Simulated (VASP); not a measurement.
Here is the system:

```yaml
crystal:
  lattice:
    - [2.96561, 0.00000, 0.00000]
    - [0.00000, 2.94785, 0.00000]
    - [0.00000, 0.00000, 2.91001]
  atoms:
    - { symbol: Al, position: [0.50000, 0.50000, 0.50000] }
    - { symbol: Ni, position: [0.00948, 0.00000, 0.00000] }
```
Cell charge +0.1.

Level of theory: PBE GGA, VASP's PBE PAW potentials (set 64) (plane waves; VASP). Run with NELECT = 12.9, 400 eV cut-off, 11×11×11 Γ-centred mesh, Gaussian smearing of 0.050 eV, potentials Al Ni.

The cell is charged, with a uniform compensating background.

### Question
Which forces act on the atoms, in eV/Å?

### Answer

```json
[
 {"atom": "Al1", "Fx": "0.132", "Fy": "0.000", "Fz": "0.000"},
 {"atom": "Ni2", "Fx": "-0.132", "Fy": "0.000", "Fz": "0.000"}
]
```

### Question
Give the stress tensor in GPa (positive for a compressed cell).

### Answer

```
-15.34    0.00    0.00
  0.00  -14.87    0.00
  0.00    0.00  -14.64
```
The pressure is its mean diagonal, -14.95 GPa.

The compound is NiAl in the CsCl type structure. The cell was not relaxed at this level, atoms are displaced from their ideal sites. The run is one of a series of settings (ISMEAR = 0, NELECT = 12.9, SIGMA = 0.05 against the base run), some of them coarse on purpose. The run is not spin-polarised, so no magnetic state was tried. The electron count is odd and the run is not spin-polarised, which forces a metal.
